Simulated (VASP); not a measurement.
Method: PBE0 hybrid, VASP's PBE PAW potentials (set 64) (plane waves; VASP 6.6.1).

VASP input:

File POSCAR:
```
CsBr
1
    4.3256200000     0.0000000000     0.0000000000
    0.0000000000     4.3256200000     0.0000000000
    0.0000000000     0.0000000000     4.3256200000
Cs Br
1 1
Direct
 -0.0007860000  -0.0104460000  -0.0042210000
  0.5007860000   0.5104460000   0.5042210000
```

INCAR:
```
# general
SYSTEM    =  CsBr
PREC      =  Accurate
ENCUT     =  300
LREAL     =  .FALSE.   # projection in real space or not
LASPH     =  .TRUE.
ISYM      =  3

# electronic loop
EDIFF     =  1E-6
NELM      =  100
ALGO      =  Normal   # blocked Davidson
LMAXMIX   =  4   # l cut-off of mixed one-centre charges

# smearing
ISMEAR    =  0
SIGMA     =  0.01   # width (eV)

# functional
GGA       =  PE   # PBE
LHFCALC   =  .TRUE.
AEXX      =  0.25
HFRCUT    =  -1
PRECFOCK  =  Fast

# ions
ISIF      =  2   # forces and stress, cell fixed

# output
LWAVE     =  .FALSE.
LCHARG    =  .FALSE.
```

KPOINTS:
```
Automatic
0
Gamma
  5 5 5
0 0 0
```

POTCAR, in this order: Cs_sv Br (PBE.64 set). Program: vasp_std.

At this cut-off the stress carries a Pulay error, which pulls relaxed volumes low. Unless said otherwise, spin-orbit coupling is left out, though it shifts the bands of the heavy elements here.

Q: What does the run give for the energy per atom (σ→0), largest force, band gap (on the k-mesh)?

A: 
- energy per atom (σ→0): -3.751 eV/atom
- band gap (on the k-mesh): 6.29 eV
- largest force: 0.074 eV/Å

File OSZICAR:
```
...
DAV:  14    -0.750191360936E+01   -0.23038E-04   -0.30525E-05  1848   0.444E-02    0.338E-02
DAV:  15    -0.750192904519E+01   -0.15436E-04   -0.13743E-05  1848   0.298E-02    0.225E-02
DAV:  16    -0.750193815603E+01   -0.91108E-05   -0.60354E-06  1820   0.200E-02    0.152E-02
DAV:  17    -0.750194317795E+01   -0.50219E-05   -0.26639E-06  1804   0.135E-02    0.103E-02
DAV:  18    -0.750194583253E+01   -0.26546E-05   -0.11169E-06  1312   0.913E-03    0.693E-03
DAV:  19    -0.750194720479E+01   -0.13723E-05   -0.65527E-07  1208   0.691E-03    0.477E-03
DAV:  20    -0.750194791506E+01   -0.71027E-06   -0.27931E-07  1044   0.441E-03
   1 F= -.75019479E+01 E0= -.75019479E+01  d E =-.952376E-14
```

The structure comes from a computed database's CsBr entry; how it stands against other phases isn't given here. The cell was not relaxed at this level, atoms are displaced from their ideal sites.
